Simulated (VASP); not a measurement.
Level of theory: PBEsol GGA, VASP's PBE PAW potentials (set 64) (plane waves; VASP).

VASP input:

**KPOINTS**
```
Automatic mesh
0
Gamma
15 15 8
0 0 0
```

**POSCAR**
```
Co
1.0
  1.2270483852  -2.1253103672   0.0000000000
  1.2270483852   2.1253103672   0.0000000000
  0.0000000000   0.0000000000   3.9582307857
Co
2
Direct
  0.3333330000   0.6666670000   0.2500000000
  0.6666670000   0.3333330000   0.7500000000
```

INCAR:
```
SYSTEM = Co
PREC = Accurate
ENCUT = 400
EDIFF = 1E-6
NELM = 100
ALGO = Normal
LREAL = .FALSE.
LASPH = .TRUE.
ISMEAR = 1
SIGMA = 0.1
GGA = PS
LMAXMIX = 4
ISPIN = 2
MAGMOM = 1.6 1.6
LORBIT = 10
LWAVE = .FALSE.
LCHARG = .FALSE.
IBRION = 2
ISIF = 3
NSW = 60
EDIFFG = -0.01
```

POTCAR, in this order: Co (PBE.64 set). Program: vasp_std.

Output of the run:

File OSZICAR:
```
       N       E                     dE             d eps       ncg     rms          rms(c)
DAV:   1     0.674489575988E+02    0.67449E+02   -0.69719E+03  8308   0.132E+03
DAV:   2    -0.161360707356E+02   -0.83585E+02   -0.77299E+02  8128   0.239E+02
DAV:   3    -0.179832018516E+02   -0.18471E+01   -0.17992E+01  9773   0.490E+01
DAV:   4    -0.180132964356E+02   -0.30095E-01   -0.30088E-01 11596   0.480E+00
DAV:   5    -0.180136057791E+02   -0.30934E-03   -0.30934E-03 10010   0.438E-01    0.165E+01
DAV:   6    -0.159000513652E+02    0.21136E+01   -0.14890E+01  8772   0.795E+01    0.719E+00
DAV:   7    -0.155144442897E+02    0.38561E+00   -0.19498E+00  9234   0.276E+01    0.395E+00
DAV:   8    -0.154938988660E+02    0.20545E-01   -0.21588E-02 11236   0.169E+00    0.199E+00
DAV:   9    -0.154764639416E+02    0.17435E-01   -0.44758E-03 12281   0.113E+00    0.674E-01
DAV:  10    -0.154768251822E+02   -0.36124E-03   -0.97652E-04 11132   0.488E-01    0.260E-01
DAV:  11    -0.154767666033E+02    0.58579E-04   -0.16907E-04 10584   0.207E-01    0.326E-02
DAV:  12    -0.154767609328E+02    0.56705E-05   -0.10386E-05  8920   0.347E-02    0.179E-02
DAV:  13    -0.154767597532E+02    0.11796E-05   -0.17364E-06  5694   0.201E-02    0.113E-02
DAV:  14    -0.154767599991E+02   -0.24589E-06   -0.78265E-07  5321   0.124E-02
   1 F= -.15476760E+02 E0= -.15477150E+02  d E =-.154768E+02  mag=     3.1600
```

File OUTCAR:
```
------------------------ aborting loop because EDIFF is reached ----------------------------------------
  FORCE on cell =-STRESS in cart. coord.  units (eV):
  Direction    XX          YY          ZZ          XY          YZ          ZX
  --------------------------------------------------------------------------------------
  Total       -0.0149528     -0.0149528     -0.0173195      0.0000000      0.0000000      0.0000000
  in kB       -1.1604264     -1.1604267     -1.3441011      0.0000000      0.0000000      0.0000000
  external PRESSURE =      -1.2216514 kB  Pullay stress =       0.0000000 kB
  volume of cell :       20.65
      direct lattice vectors                 reciprocal lattice vectors
     1.227048385 -2.125310367  0.000000000     0.407481894 -0.235259757  0.000000000
     1.227048385  2.125310367  0.000000000     0.407481894  0.235259757  0.000000000
     0.000000000  0.000000000  3.958230786     0.000000000  0.000000000  0.252638124
 POSITION                                       TOTAL-FORCE (eV/Angst)
 -----------------------------------------------------------------------------------
      1.22705      0.70844      0.98956         0.000000     -0.000000      0.000000
      1.22705     -0.70844      2.96867        -0.000000      0.000000      0.000000
 -----------------------------------------------------------------------------------
    total drift:                                0.000000     -0.000005     -0.000029
  FREE ENERGIE OF THE ION-ELECTRON SYSTEM (eV)
  ---------------------------------------------------
  free  energy   TOTEN  =       -15.4767599991 eV

  energy  without entropy=      -15.4779285815  energy(sigma->0) =      -15.47714953

 total charge

# of ion       s       p       d       tot
------------------------------------------
    1        0.511   0.570   7.290   8.371
    2        0.511   0.570   7.290   8.371
--------------------------------------------------
tot          1.022   1.139  14.580  16.741

 magnetization (x)

# of ion       s       p       d       tot
------------------------------------------
    1       -0.015  -0.050   1.651   1.585
    2       -0.015  -0.050   1.651   1.585
--------------------------------------------------
tot         -0.030  -0.101   3.301   3.170

 reached required accuracy - stopping structural energy minimisation
```
(Selected blocks of OUTCAR.)

The compound is Co in the hcp structure. It was relaxed first, which changed the volume by -7 %. The start is the result of an earlier pass.
